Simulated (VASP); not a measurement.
Runs of VASP 6.6.1 on BaMgPF. Symmetry: P4/nmm, No. 129, tetragonal system. The conventional cell has a = 4.310 Å, b = 4.310 Å, c = 9.503 Å, α = 90.00°, β = 90.00°, γ = 90.00°. Around Ba (site symmetry 4mm) lie 4 F at 2.64 Å. P (site symmetry 4mm) is surrounded by 4 Mg at 2.60 Å. Mg (site symmetry -4m2) is surrounded by 4 P at 2.60 Å. F (site symmetry -4m2) is surrounded by 4 Ba at 2.64 Å. The cell comes from a database or a generator and needn't be the stable form of this composition.

| level | potentials or basis | gap on the mesh (eV) | pressure (GPa) | relaxed volume (Å³/atom) | largest force (eV/Å) |
| --- | --- | --- | --- | --- | --- |
| PBE | VASP PAW PBE potentials, release 64 (Ba_sv, P, Mg, F) | 1.78 | 0.0 | (a) | 0.01 |
| r2SCAN | VASP PAW PBE potentials, release 64 (Ba_sv, P, Mg, F) | (b) | 0.0 | 22.35 | 0.01 |
| LDA | VASP PAW LDA potentials, release 64 (Ba_sv, P, Mg, F) | 1.63 | 0.0 | (c) | - |
| PBEsol | VASP PAW PBE potentials, release 64 (Ba_sv, P, Mg, F) | 1.67 | 0.0 | 21.78 | - |
| PBE+D3(BJ) | VASP PAW PBE potentials, release 64 (Ba_sv, P, Mg, F) | 1.78 | 0.0 | 21.87 | 0.01 |

Alike in all rows: task relaxation of cell and atoms; no spin polarisation; cell relaxed; k mesh 6 × 6 × 4; cutoff (eV) 600; smearing gaussian 0.03 eV.

**Question.** Estimate the missing entries.

**Answer.** (a) 22.69; (b) 2.13; (c) 20.95.

Caveats: spin-orbit coupling is left out, which moves the levels of the heavy elements; the PAW data sets were made with another functional, which shifts forces and pressure a little (some runs).

A k mesh can miss the band edges, and the runs leave out spin-orbit coupling on Ba.

Not every run made on this cell is shown here.
